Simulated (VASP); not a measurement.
```yaml
crystal:
  lattice:
    - [0.00000, 2.75737, 2.75737]
    - [2.75737, 0.00000, 2.75737]
    - [2.75737, 2.75737, 0.00000]
  atoms:
    - { symbol: Ag, position: [0.00000, 0.00000, 0.00000] }
    - { symbol: Cl, position: [0.50000, 0.50000, 0.50000] }
```

All values below come from optB86b-vdW, VASP's PBE PAW potentials (set 64) (plane waves; VASP). Settings: 520 eV cut-off, 8×8×8 Γ-centred mesh, Gaussian smearing of 0.050 eV, potentials Ag Cl.

**Question.** Estimate the energy per atom (σ→0), band gap (on the k-mesh) with the smallest direct gap where there is one.

**Answer.** 
- band gap (on the k-mesh) = 0.85 eV
- smallest direct gap (on the k-mesh) = 3.19 eV
- energy per atom (σ→0) = -0.402 eV/atom

Only differences to runs with the same potentials and settings are physical.

The compound is AgCl in the rock salt structure. It was relaxed first.
